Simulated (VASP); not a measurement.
These are PBE GGA with D4 dispersion, VASP's PBE PAW potentials (set 64) (plane waves; VASP) values and carry that method's errors.

Input for VASP

### INCAR
```
! general
SYSTEM =TiAl
PREC   =Accurate
ENCUT  =520
LREAL  =F
LASPH  =T

! electronic loop
EDIFF  =1E-6
NELM   =100
ALGO   =Normal
LMAXMIX=4

! smearing
ISMEAR =1
SIGMA  =0.1

! functional
GGA    =PE
IVDW   =13

! ions
IBRION =2
NSW    =60
ISIF   =3
EDIFFG =-0.01

! output
LWAVE  =F
LCHARG =F
```

File KPOINTS:
```
Automatic mesh
0
Gamma
12 12 8
0 0 0
```

POSCAR:
```
TiAl
1.0
  2.8300000000   0.0000000000   0.0000000000
  0.0000000000   2.8300000000   0.0000000000
  0.0000000000   0.0000000000   4.0700000000
Ti Al
1 1
Cart
  0.0000000000   0.0000000000   0.0000000000
  1.4150000000   1.4150000000   2.0350000000
```

POTCAR, in this order: Ti_sv Al (PBE.64 set). Program: vasp_std.

### Question
What will the output report for the number of irreducible k-points (NKPTS), largest plane-wave count, number of space-group operations, FFT grid (NGX, NGY, NGZ)?

### Answer

The number of irreducible k-points (NKPTS) comes out as 140, the largest plane-wave count is 892 and the number of space-group operations comes out as 16. The FFT grid (NGX, NGY, NGZ) comes out as 24 × 24 × 30.

The compound is TiAl in the L1_0 structure. This run relaxes it. Symmetry was kept, so distortions that lower it aren't found. The electron count is odd and the run is not spin-polarised, which forces a metal.
